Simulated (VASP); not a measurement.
Method: PBEsol GGA, VASP's PBE PAW potentials (set 64) (plane waves; VASP 6.6.1).

The input files of a VASP run:

KPOINTS:
```
Automatic mesh
0
Gamma
5 5 6
0 0 0
```

### INCAR
```
SYSTEM = RbAu5
PREC = Accurate
ENCUT = 300
EDIFF = 1E-6
NELM = 100
ALGO = Normal
LREAL = .FALSE.
LASPH = .TRUE.
ISMEAR = -1
SIGMA = 0.1
GGA = PS
LMAXMIX = 6
LWAVE = .FALSE.
LCHARG = .FALSE.
ISIF = 2
```

POSCAR:
```
RbAu5
1
    5.8182200000     0.0000000000     0.0000000000
   -2.9091100000     5.0387260000     0.0000000000
    0.0000000000     0.0000000000     4.5008300000
Rb Au
1 5
Direct
  0.0000000000   0.0000000000   0.0000000000
  0.6666670000   0.3333330000   0.0000000000
  0.3333330000   0.6666670000   0.0000000000
  0.5000000000   0.0000000000   0.5000000000
  0.5000000000   0.5000000000   0.5000000000
  0.0000000000   0.5000000000   0.5000000000
```

POTCAR, in this order: Rb_sv Au (PBE.64 set). Program: vasp_std.

Output of the run:

### OSZICAR
```
       N       E                     dE             d eps       ncg     rms          rms(c)
DAV:   1     0.289902051860E+03    0.28990E+03   -0.23349E+04  1520   0.103E+03
DAV:   2    -0.117350594717E+02   -0.30164E+03   -0.28455E+03  1704   0.254E+02
DAV:   3    -0.233220512095E+02   -0.11587E+02   -0.11389E+02  1810   0.466E+01
DAV:   4    -0.236162752235E+02   -0.29422E+00   -0.29396E+00  2192   0.695E+00
DAV:   5    -0.236194418828E+02   -0.31667E-02   -0.31665E-02  1812   0.658E-01    0.166E+01
DAV:   6    -0.216432634676E+02    0.19762E+01   -0.68381E+00  1670   0.154E+01    0.105E+01
DAV:   7    -0.215926158971E+02    0.50648E-01   -0.27482E-01  1752   0.306E+00    0.572E+00
DAV:   8    -0.215712266955E+02    0.21389E-01   -0.28731E-02  1668   0.156E+00    0.519E-01
DAV:   9    -0.215705086209E+02    0.71807E-03   -0.36480E-03  1726   0.666E-01    0.814E-02
DAV:  10    -0.215705678237E+02   -0.59203E-04   -0.41443E-04  1812   0.118E-01    0.425E-02
DAV:  11    -0.215705900392E+02   -0.22216E-04   -0.94896E-05  1750   0.910E-02    0.185E-02
DAV:  12    -0.215705916642E+02   -0.16250E-05   -0.13639E-05  1742   0.412E-02    0.500E-03
DAV:  13    -0.215705921923E+02   -0.52804E-06   -0.36336E-06  1388   0.117E-02
   1 F= -.21570592E+02 E0= -.21548160E+02  d E =-.448640E-01
```

File OUTCAR:
```
------------------------ aborting loop because EDIFF is reached ----------------------------------------
  FORCE on cell =-STRESS in cart. coord.  units (eV):
  Direction    XX          YY          ZZ          XY          YZ          ZX
  --------------------------------------------------------------------------------------
  Total       -2.8741668     -2.8741664     -3.1961472      0.0000000      0.0000000      0.0000000
  in kB      -34.8994878    -34.8994833    -38.8091267      0.0000000      0.0000000      0.0000000
  external PRESSURE =     -36.2026993 kB  Pullay stress =       0.0000000 kB
  volume of cell :      131.95
      direct lattice vectors                 reciprocal lattice vectors
     5.818220000  0.000000000  0.000000000     0.171873872  0.099231433  0.000000000
    -2.909110000  5.038726000  0.000000000     0.000000000  0.198462865  0.000000000
     0.000000000  0.000000000  4.500830000     0.000000000  0.000000000  0.222181242
 POSITION                                       TOTAL-FORCE (eV/Angst)
 -----------------------------------------------------------------------------------
      0.00000      0.00000      0.00000        -0.000000      0.000000      0.000000
      2.90911      1.67957      0.00000         0.000000     -0.000000      0.000000
     -0.00000      3.35915      0.00000        -0.000000      0.000000      0.000000
      2.90911      0.00000      2.25041        -0.000000      0.000000      0.000000
      1.45456      2.51936      2.25041        -0.000000      0.000000      0.000000
     -1.45456      2.51936      2.25041        -0.000000      0.000000      0.000000
 -----------------------------------------------------------------------------------
    total drift:                                0.000000      0.000000      0.000000
  FREE ENERGIE OF THE ION-ELECTRON SYSTEM (eV)
  ---------------------------------------------------
  free  energy   TOTEN  =       -21.5705921923 eV

  energy  without entropy=      -21.5257282219  energy(sigma->0) =      -21.54816021
```
(Selected blocks of OUTCAR.)

At this cut-off the stress carries a Pulay error, which pulls relaxed volumes low.

The structure comes from a computed database's RbAu5 entry (P6/mmm); how it stands against other phases isn't given here. The cell was not relaxed at this level.
